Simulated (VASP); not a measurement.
Consider the following.

```
CELL_PARAMETERS angstrom
      1.77000    -3.06573     0.00000
      1.77000     3.06573     0.00000
      0.00000     0.00000     5.55000
ATOMIC_POSITIONS crystal
  Tm 0.33333 0.66667 0.25000
  Tm 0.66667 0.33333 0.75000
```

These are rev-vdW-DF2, VASP's PBE PAW potentials (set 64) (plane waves; VASP) values and carry that method's errors. Settings: 520 eV cut-off, 11×11×6 Γ-centred mesh, first-order Methfessel-Paxton smearing of 0.10 eV, potentials Tm_3.

The 4f electrons are frozen in the core of the lanthanide potential, so 4f levels, which can set the real gap, and their magnetism are missing. Energy and stress use the plane-wave basis of the starting cell.

The ions, cell shape and volume are relaxed. Give the cell that the relaxation ends in.

```
CELL_PARAMETERS angstrom
      1.76014    -3.04865     0.00000
      1.76014     3.04865     0.00000
      0.00000     0.00000     5.43201
ATOMIC_POSITIONS crystal
  Tm 0.33333 0.66667 0.25000
  Tm 0.66667 0.33333 0.75000
```
Space group P6_3/mmc (194), at a tolerance of 0.03 Å.

How do energy and volume change from the first to the last step?

The energy (σ→0) changes by -5.5 meV/atom and the volume by -3.2 %, in 6 ionic steps.

```tsv
step	E(σ→0) (eV)	max force (eV/Å)	pressure (GPa)	volume (Å³)
1	-4.4519	0.000	-1.45	60.23
2	-4.4619	0.000	0.35	57.88
3	-4.4622	0.000	0.10	58.20
4	-4.4621	0.000	0.06	58.24
5	-4.4628	0.000	0.01	58.28
6	-4.4629	0.000	-0.02	58.30
```

The compound is Tm in the hcp structure. This run relaxes it. Symmetry was kept, so distortions that lower it aren't found.
